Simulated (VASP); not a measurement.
Consider the following.

```xyz
1
Lattice="0.0000 2.0250 2.0250 2.0250 0.0000 2.0250 2.0250 2.0250 0.0000" Properties=species:S:1:pos:R:3 pbc="T T T"
Al     0.0000     0.0000     0.0000
```

All values below come from LDA (Ceperley-Alder, Perdew-Zunger), VASP's LDA PAW potentials (set 64) (plane waves; VASP). Numerical set-up: 520 eV cut-off, 14×14×14 Γ-centred mesh, first-order Methfessel-Paxton smearing of 0.10 eV, potentials Al.

Energy and stress use the plane-wave basis of the starting cell.

The ions, cell shape and volume are relaxed. Predict the relaxed structure.

```xyz
1
Lattice="0.0000 1.9902 1.9902 1.9902 0.0000 1.9902 1.9902 1.9902 0.0000" Properties=species:S:1:pos:R:3 pbc="T T T"
Al     0.0000     0.0000     0.0000
```
Space group Fm-3m (225), at a tolerance of 0.03 Å.

How do energy and volume change from the first to the last step?

The energy (σ→0) changes by -10.9 meV/atom and the volume by -5.1 %, in 3 ionic steps.

The compound is Al in the fcc structure. This run relaxes it. Symmetry was kept, so distortions that lower it aren't found.
